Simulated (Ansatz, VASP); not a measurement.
**Cross-check of KTaTe3 between VASP and Ansatz**

Aim: how closely do two programs agree when they are given the same cell, functional and k mesh? The cell is generated by rule, not measured, and may not be a known phase. The cell is taken from a series of runs on this material, whose earlier steps may have relaxed, scaled, displaced or heated it; both programs get it as it stands.

Method: plane waves, with VASP 6.6.1 beside it; zone-centre phonons at PBEsol, in Ansatz 0.2.0.

The structure was built from a prototype and need not be the compound's stable phase.

### 1. Starting point

Symmetry: Pm-3m, No. 221, cubic system. Conventional cell: a = 5.448 Å, b = 5.448 Å, c = 5.448 Å, α = 90.00°, β = 90.00°, γ = 90.00°. Nearest to K lie 12 Te at 3.85 Å. Ta has 6 Te at 2.72 Å nearest. Nearest to Te lie 2 Ta at 2.72 Å and 4 K at 3.85 Å. Farther neighbours and most contacts between anions are not listed.

### 2. VASP: zone-centre phonons, PBEsol

Second derivatives magnify differences that forces hide, and they need a tight electronic threshold.

Lines of VASP's logs that name or quote its potential files are left out, and so is its time.

Contents of INCAR:

```
SYSTEM = KTaTe3
PREC = Accurate
ENCUT = 500
EDIFF = 1E-08
NELM = 120
ISMEAR = 1
SIGMA = 0.2
LREAL = .FALSE.
ALGO = Normal
GGA = PS
NBANDS = 25
LASPH = .TRUE.
LORBIT = 11
LWAVE = .FALSE.
LCHARG = .FALSE.
ISIF = 2
IBRION = 8
GGA_COMPAT = .FALSE.
KPAR = 2
```

Contents of POSCAR:

```
KTaTe3
1.0
    5.4478105987      0.0000000000      0.0000000000
    0.0000000000      5.4478105987      0.0000000000
    0.0000000000      0.0000000000      5.4478105987
K Ta Te
1 1 3
Direct
    0.5000000000      0.5000000000      0.5000000000
    1.0000000000      1.0000000000      1.0000000000
    0.5000000000      1.0000000000      1.0000000000
    1.0000000000      0.5000000000      1.0000000000
    1.0000000000      1.0000000000      0.5000000000
```

Contents of KPOINTS:

```
Automatic mesh
0
Gamma
8 8 8
0 0 0
```

Potentials, in the order of the species: K_sv, Ta_pv and Te (PBE family, release 64).

Command:

```console
> mpirun -np 2 vasp_std
```

Numbers of over 12 decimals in the logs are rounded to 6 here.

What it wrote:

```text
[banner, memory and clock lines left out]
running    2 mpi-ranks, on    1 nodes
 distrk:  each k-point on    1 cores,    2 groups
 distr:  one band on    1 cores,    1 groups

 POSCAR found type information on POSCAR K TaTe
 POSCAR found :  3 types and       5 ions
|                                                                             |
|               ----> ADVICE to this user running VASP <----                  |
|                                                                             |
|     You enforced a specific xc type in the INCAR file but a different       |
|     [... a line on the potential file left out ...]
|     I HOPE YOU KNOW WHAT YOU ARE DOING!                                     |
|                                                                             |

 LDA part: xc-table for (Slater+PW92), standard interpolation
 POSCAR, INCAR and KPOINTS ok, starting setup
 FFT: planning ... GRIDC
 FFT: planning ... GRID_SOFT
 FFT: planning ... GRID
 WAVECAR not read
 entering main loop
       N       E                     dE             d eps       ncg     rms          rms(c)
DAV:   1     0.228715980129E+03    0.22872E+03   -0.16864E+04  1894   0.126E+03
DAV:   2    -0.110665712977E+02   -0.23978E+03   -0.23558E+03  2109   0.294E+02
DAV:   3    -0.268965440093E+02   -0.15830E+02   -0.15655E+02  2866   0.653E+01
DAV:   4    -0.273063834294E+02   -0.40984E+00   -0.40908E+00  2322   0.976E+00
DAV:   5    -0.273194944197E+02   -0.13111E-01   -0.13108E-01  2569   0.127E+00    0.140E+01
DAV:   6    -0.262638105946E+02    0.10557E+01   -0.94655E+00  1937   0.127E+01    0.753E+00
DAV:   7    -0.258072193545E+02    0.45659E+00   -0.22932E+00  1988   0.665E+00    0.497E+00
DAV:   8    -0.257322943707E+02    0.74925E-01   -0.25735E-01  2056   0.279E+00    0.708E-01
DAV:   9    -0.257311011582E+02    0.11932E-02   -0.15591E-02  2615   0.631E-01    0.270E-01
DAV:  10    -0.257310146582E+02    0.86500E-04   -0.23361E-03  2363   0.278E-01    0.102E-01
DAV:  11    -0.257310114169E+02    0.32414E-05   -0.45521E-04  2151   0.111E-01    0.527E-02
DAV:  12    -0.257310033792E+02    0.80377E-05   -0.17817E-04  2101   0.622E-02    0.206E-02
DAV:  13    -0.257309926554E+02    0.10724E-04   -0.37101E-05  2053   0.327E-02    0.463E-03
DAV:  14    -0.257309930777E+02   -0.42223E-06   -0.40865E-06  2163   0.946E-03    0.393E-03
DAV:  15    -0.257309930645E+02    0.13197E-07   -0.28059E-07  2312   0.272E-03    0.167E-03
DAV:  16    -0.257309930874E+02   -0.22901E-07   -0.67115E-08  1918   0.143E-03    0.915E-04
DAV:  17    -0.257309931041E+02   -0.16677E-07   -0.92802E-09  1165   0.603E-04    0.307E-04
DAV:  18    -0.257309931138E+02   -0.97184E-08   -0.23304E-09   977   0.255E-04
   1 F= -.25730993E+02 E0= -.25722150E+02  d E =-.265286E-01
 Linear response reoptimize wavefunctions to high precision
DAV:   1    -0.257309931130E+02    0.74488E-09   -0.39797E-10  1057   0.121E-04
DAV:   2    -0.257309931130E+02    0.28194E-10   -0.10250E-10   973   0.560E-05
 Linear response DOF=           4
 Linear response progress:
  Degree of freedom:   1/  4
       N       E                     dE             d eps       ncg     rms          rms(c)
RMM:   1    -0.316252131555E+00   -0.31625E+00    0.20098E-01  5919   0.249E+00
RMM:   2    -0.318178815376E+00   -0.19267E-02   -0.30670E-02  6542   0.611E-01    0.390E-02
RMM:   3    -0.320242726923E+00   -0.20639E-02   -0.44132E-03  6893   0.182E-01    0.292E-02
RMM:   4    -0.320304834956E+00   -0.62108E-04   -0.58982E-04  7618   0.520E-02    0.244E-02
RMM:   5    -0.320345085437E+00   -0.40250E-04   -0.12154E-04  7203   0.266E-02    0.231E-03
RMM:   6    -0.320346901712E+00   -0.18163E-05   -0.34923E-05  7952   0.108E-02    0.331E-03
RMM:   7    -0.320341835641E+00    0.50661E-05   -0.74115E-06  7820   0.532E-03    0.837E-04
RMM:   8    -0.320339222223E+00    0.26134E-05   -0.27401E-06  7916   0.277E-03    0.127E-03
RMM:   9    -0.320337412844E+00    0.18094E-05   -0.30987E-07  8028   0.156E-03    0.872E-04
RMM:  10    -0.320336191941E+00    0.12209E-05   -0.37690E-07  8363   0.896E-04    0.688E-04
RMM:  11    -0.320333962688E+00    0.22293E-05    0.93889E-08  8117   0.562E-04    0.293E-04
RMM:  12    -0.320332650307E+00    0.13124E-05    0.45899E-09  8502   0.352E-04    0.493E-05
RMM:  13    -0.320332779813E+00   -0.12951E-06    0.60433E-08  8672   0.206E-04    0.634E-05
RMM:  14    -0.320332500463E+00    0.27935E-06    0.65633E-09  8280   0.155E-04    0.591E-06
RMM:  15    -0.320332478392E+00    0.22070E-07    0.17256E-08  8222   0.113E-04    0.711E-06
RMM:  16    -0.320332468243E+00    0.10150E-07   -0.12367E-10  7864   0.936E-05    0.665E-06
RMM:  17    -0.320332406517E+00    0.61725E-07    0.33433E-09  7594   0.827E-05    0.490E-06
RMM:  18    -0.320332437696E+00   -0.31179E-07   -0.92096E-09  6782   0.747E-05    0.286E-06
RMM:  19    -0.320332431481E+00    0.62158E-08   -0.57119E-09  6308   0.700E-05    0.313E-06
 first order change of Fermi-energy  -0.26781E-04
 force on displaced ion       1 direction 1 :  -0.471   0.000   0.000
 Linear response progress:
  Degree of freedom:   2/  4
       N       E                     dE             d eps       ncg     rms          rms(c)
RMM:   1    -0.163663940085E+00   -0.16366E+00    0.13432E+01  4436   0.216E+01
RMM:   2    -0.194775310610E+00   -0.31111E-01   -0.42288E-02  5697   0.121E+00    0.137E-01
RMM:   3    -0.194659248389E+00    0.11606E-03   -0.22849E-03  6624   0.191E-01    0.753E-02
RMM:   4    -0.194171660062E+00    0.48759E-03   -0.36617E-04  6629   0.830E-02    0.144E-02
RMM:   5    -0.194110844695E+00    0.60815E-04   -0.38163E-05  7441   0.214E-02    0.782E-03
RMM:   6    -0.194049728374E+00    0.61116E-04   -0.85200E-06  7168   0.923E-03    0.331E-03
RMM:   7    -0.194029419355E+00    0.20309E-04   -0.54545E-06  7282   0.423E-03    0.873E-04
RMM:   8    -0.194027200634E+00    0.22187E-05   -0.15119E-06  7940   0.197E-03    0.319E-04
RMM:   9    -0.194027264386E+00   -0.63752E-07   -0.67052E-07  8037   0.108E-03    0.950E-05
RMM:  10    -0.194027578956E+00   -0.31457E-06   -0.28336E-07  8503   0.659E-04    0.648E-05
RMM:  11    -0.194027813709E+00   -0.23475E-06   -0.15906E-07  8432   0.462E-04    0.454E-05
RMM:  12    -0.194028000186E+00   -0.18648E-06   -0.11915E-07  8085   0.347E-04    0.775E-06
RMM:  13    -0.194028024888E+00   -0.24702E-07   -0.66097E-08  8921   0.261E-04    0.146E-05
RMM:  14    -0.194028031347E+00   -0.64589E-08    0.44345E-09  8685   0.208E-04    0.185E-05
 first order change of Fermi-energy   0.74513E-03
 force on displaced ion       2 direction 1 :  -4.924   0.000   0.000
 Linear response progress:
  Degree of freedom:   3/  4
       N       E                     dE             d eps       ncg     rms          rms(c)
RMM:   1    -0.554873390079E-01   -0.55487E-01    0.72373E-02  7648   0.101E+00
RMM:   2    -0.543590711424E-01    0.11283E-02   -0.42323E-03  6353   0.234E-01    0.123E-01
RMM:   3    -0.543860688078E-01   -0.26998E-04   -0.93300E-04  6058   0.111E-01    0.102E-01
RMM:   4    -0.545818925535E-01   -0.19582E-03   -0.18525E-04  6337   0.501E-02    0.327E-02
RMM:   5    -0.546530339678E-01   -0.71141E-04   -0.17259E-05  6927   0.169E-02    0.927E-03
RMM:   6    -0.546842537043E-01   -0.31220E-04   -0.47606E-06  7147   0.729E-03    0.264E-03
RMM:   7    -0.546865771142E-01   -0.23234E-05   -0.49078E-07  7155   0.283E-03    0.153E-03
RMM:   8    -0.546854371712E-01    0.11399E-05    0.18282E-06  7246   0.135E-03    0.314E-04
RMM:   9    -0.546865433388E-01   -0.11062E-05    0.96974E-07  7819   0.607E-04    0.899E-05
RMM:  10    -0.546865886105E-01   -0.45272E-07    0.25782E-06  8000   0.287E-04    0.628E-05
RMM:  11    -0.546866467794E-01   -0.58169E-07    0.67174E-07  8521   0.156E-04    0.239E-05
RMM:  12    -0.546866000604E-01    0.46719E-07    0.74558E-07  8269   0.944E-05    0.154E-05
RMM:  13    -0.546866104155E-01   -0.10355E-07    0.88829E-08  8592   0.657E-05    0.496E-06
RMM:  14    -0.546866079981E-01    0.24174E-08    0.24946E-07  8648   0.502E-05    0.494E-06
RMM:  15    -0.546866053748E-01    0.26233E-08    0.70431E-08  7974   0.433E-05    0.178E-06
 first order change of Fermi-energy  -0.91633E-03
 force on displaced ion       3 direction 1 : -11.438  -0.000   0.000
 Linear response progress:
  Degree of freedom:   4/  4
       N       E                     dE             d eps       ncg     rms          rms(c)
RMM:   1    -0.541521291914E-01   -0.54152E-01    0.35536E-02 13327   0.708E-01
RMM:   2    -0.534184901488E-01    0.73364E-03   -0.23878E-03 11024   0.174E-01    0.415E-02
RMM:   3    -0.535751847601E-01   -0.15669E-03   -0.20522E-04 11260   0.447E-02    0.135E-02
RMM:   4    -0.536643976700E-01   -0.89213E-04   -0.23280E-05 11817   0.145E-02    0.730E-03
RMM:   5    -0.537488627389E-01   -0.84465E-04   -0.69309E-06 11201   0.862E-03    0.206E-03
RMM:   6    -0.537563658675E-01   -0.75031E-05   -0.14313E-06 11908   0.358E-03    0.112E-03
RMM:   7    -0.537562249503E-01    0.14092E-06   -0.40989E-07 12399   0.133E-03    0.515E-04
RMM:   8    -0.537555119437E-01    0.71301E-06    0.44966E-07 13081   0.557E-04    0.323E-04
RMM:   9    -0.537546721687E-01    0.83978E-06   -0.56366E-07 12679   0.349E-04    0.506E-05
RMM:  10    -0.537546810711E-01   -0.89023E-08    0.43935E-07 13945   0.158E-04    0.284E-05
RMM:  11    -0.537546718734E-01    0.91976E-08   -0.76923E-08 14325   0.865E-05    0.135E-05
 first order change of Fermi-energy   0.27828E-04
 force on displaced ion       3 direction 2 :   0.000  -0.799   0.000
 Linear response finished
```

[end of part 1 of 2]

[Lines on the potential files, build, host, timing and source positions are cut from VASP's logs without a mark.]

[Logs are printed without paths, hosts, clocks, repeated set-up lines and the standing remarks that a program may print on its own settings, such as how far it seeks lower states.]

[Hosts, paths, dates, database ids (printed as entryN), source tags and the programs' standing remarks are cut or masked in the printed files.]
